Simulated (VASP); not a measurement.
An input for Quantum ESPRESSO's pw.x (written as the equivalent of a VASP run, and not itself run):

```
&CONTROL
  calculation = 'scf'
  pseudo_dir = './pseudo'
  outdir = './out'
  tprnfor = .true.
  tstress = .true.
/
&SYSTEM
  ibrav = 0
  nat = 18
  ntyp = 2
  ecutwfc = 102
  occupations = 'smearing'
  smearing = 'fermi-dirac'
  degauss = 0.003675
  input_dft = 'pbe'
/
&ELECTRONS
  conv_thr = 7.3e-08
  electron_maxstep = 100
/
ATOMIC_SPECIES
  Cd 112.414 Cd.upf
  I 126.904 I.upf
CELL_PARAMETERS angstrom
     4.2592720    0.0000000    0.0000000
    -2.1296360    3.6886380    0.0000000
     0.0000000    0.0000000   43.0670140
ATOMIC_POSITIONS crystal
  Cd   0.3333330  0.6666670  0.2500000
  Cd   0.6666670  0.3333330  0.7500000
  Cd   0.0000000  0.0000000  0.4167000
  Cd   0.0000000  0.0000000  0.5833000
  Cd   0.0000000  0.0000000  0.0834000
  Cd   0.0000000  0.0000000  0.9166000
  I    0.6666670  0.3333330  0.3771000
  I    0.3333330  0.6666670  0.6229000
  I    0.3333330  0.6666670  0.1231000
  I    0.6666670  0.3333330  0.8769000
  I    0.3333330  0.6666670  0.9564000
  I    0.6666670  0.3333330  0.0436000
  I    0.6666670  0.3333330  0.5437000
  I    0.3333330  0.6666670  0.4563000
  I    0.3333330  0.6666670  0.7897000
  I    0.6666670  0.3333330  0.2103000
  I    0.0000000  0.0000000  0.7104000
  I    0.0000000  0.0000000  0.2896000
K_POINTS automatic
  5 5 1 0 0 0
```

Problem. Translate this input to VASP (INCAR, KPOINTS, POSCAR, choice of POTCAR).

Solution. Several could match; the one computed here: 
**INCAR**
```
ALGO = Normal
EDIFF = 1E-6
ENCUT = 300
GGA = PE
ISIF = 2
ISMEAR = -1
LASPH = .TRUE.
LCHARG = .FALSE.
LMAXMIX = 4
LREAL = Auto
LWAVE = .FALSE.
NELM = 100
PREC = Accurate
SIGMA = 0.05
SYSTEM = CdI2
```

### KPOINTS
```
Automatic mesh
0
Gamma
5 5 1
0 0 0
```

**POSCAR**
```
CdI2
1
    4.2592720000     0.0000000000     0.0000000000
   -2.1296360000     3.6886380000     0.0000000000
    0.0000000000     0.0000000000    43.0670140000
Cd I
6 12
Direct
  0.3333330000   0.6666670000   0.2500000000
  0.6666670000   0.3333330000   0.7500000000
  0.0000000000   0.0000000000   0.4167000000
  0.0000000000   0.0000000000   0.5833000000
  0.0000000000   0.0000000000   0.0834000000
  0.0000000000   0.0000000000   0.9166000000
  0.6666670000   0.3333330000   0.3771000000
  0.3333330000   0.6666670000   0.6229000000
  0.3333330000   0.6666670000   0.1231000000
  0.6666670000   0.3333330000   0.8769000000
  0.3333330000   0.6666670000   0.9564000000
  0.6666670000   0.3333330000   0.0436000000
  0.6666670000   0.3333330000   0.5437000000
  0.3333330000   0.6666670000   0.4563000000
  0.3333330000   0.6666670000   0.7897000000
  0.6666670000   0.3333330000   0.2103000000
  0.0000000000   0.0000000000   0.7104000000
  0.0000000000   0.0000000000   0.2896000000
```

POTCAR, in this order: Cd I (PBE.64 set). Program: vasp_std.

Limits of the translation: the potentials are each code's own (VASP's PAW set, PseudoDojo norm-conserving files in pw.x), so ENCUT and ecutwfc are chosen apart and not converted; conv_thr bounds pw.x's estimated SCF error, while EDIFF bounds the energy change between steps.

The structure comes from a computed database's CdI2 entry; how it stands against other phases isn't given here. The cell was not relaxed at this level.
